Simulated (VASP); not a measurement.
Here is the system:

```xyz
4
Lattice="4.1288 0.0000 0.0000 -2.0644 3.5756 0.0000 0.0000 0.0000 4.5245" Properties=species:S:1:pos:R:3 pbc="T T T"
Ca     0.0000     0.0000     0.0231
Al     2.0644     1.1919     2.1003
Si     0.0000     2.3838     2.5532
H      2.0644     1.1919     0.3307
```

These are PBEsol GGA, VASP's PBE PAW potentials (set 64) (plane waves; VASP) values and carry that method's errors. Settings: 400 eV cut-off, 6×6×5 Γ-centred mesh, Gaussian smearing of 0.050 eV, potentials Ca_sv Al Si H.

What does the run give for the energy per atom (σ→0)?

- energy per atom (σ→0) = -408.1 kJ/mol-atom

The absolute energy has meaning only against runs of the same code, potentials and settings.

The structure comes from a computed database's CaAlSiH entry (P3m1); how it stands against other phases isn't given here. It was relaxed first. The start is the result of an earlier pass.
